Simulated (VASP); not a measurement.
An input for Ansatz (written as the equivalent of a VASP run, and not itself run):

Ansatz 0.2 input:
```yaml
crystal:
  lattice:
    - [1.5713344, -2.7216310, 0.0000000]
    - [1.5713344, 2.7216310, 0.0000000]
    - [0.0000000, 0.0000000, 5.0934520]
  atoms:
    - { symbol: Zr, position: [0.3333330, 0.6666670, 0.2500000] }
    - { symbol: Zr, position: [0.6666670, 0.3333330, 0.7500000] }
kpoints:
  mp_grid: { grid: [12, 12, 7] }
hamiltonian:
  xc: lda
  pseudopotentials: { kind: paw }
scf:
  occupations: { method: methfessel_paxton, width: 0.1 }
  max_iter: 100
relax:
  max_steps: 30
  f_tol: 0.001
output: { forces: true, stress: true, eigenvalues: true }
```

Task: Translate this input to VASP (INCAR, KPOINTS, POSCAR, choice of POTCAR).

Result: This is not unique; one that fits is 
**KPOINTS**
```
Automatic mesh
0
G
12 12 7
```

### POSCAR
```
Zr
1
    1.5713344426    -2.7216310403     0.0000000000
    1.5713344426     2.7216310403     0.0000000000
    0.0000000000     0.0000000000     5.0934519615
Zr
2
Direct
  0.3333330000   0.6666670000   0.2500000000
  0.6666670000   0.3333330000   0.7500000000
```

### INCAR
```
SYSTEM=Zr
PREC=Accurate; ENCUT=400; LREAL=.FALSE.
LASPH=.TRUE.
EDIFF=1E-8; NELM=100; ALGO=Normal
LMAXMIX=4
ISMEAR=1; SIGMA=0.1
IBRION=1; NSW=30; ISIF=2
EDIFFG=-0.001
LWAVE=.FALSE.; LCHARG=.FALSE.
```

POTCAR, in this order: Zr_sv (LDA.64 set). Program: vasp_std.

The two are equivalent in intent, not identical: each code has its own PAW files, so the cut-off isn't converted (ENCUT is set for VASP's; basis.ecutwfc is left out, and Ansatz then takes the one that its files recommend); Ansatz stops its SCF on the density residual and VASP on the energy change (EDIFF); Ansatz's lda is the Perdew-Wang form, while the LDA potentials of VASP carry Perdew-Zunger's.

The compound is Zr in the hcp structure. It was relaxed first, which changed the volume by -6 %. The start is the result of an earlier pass.
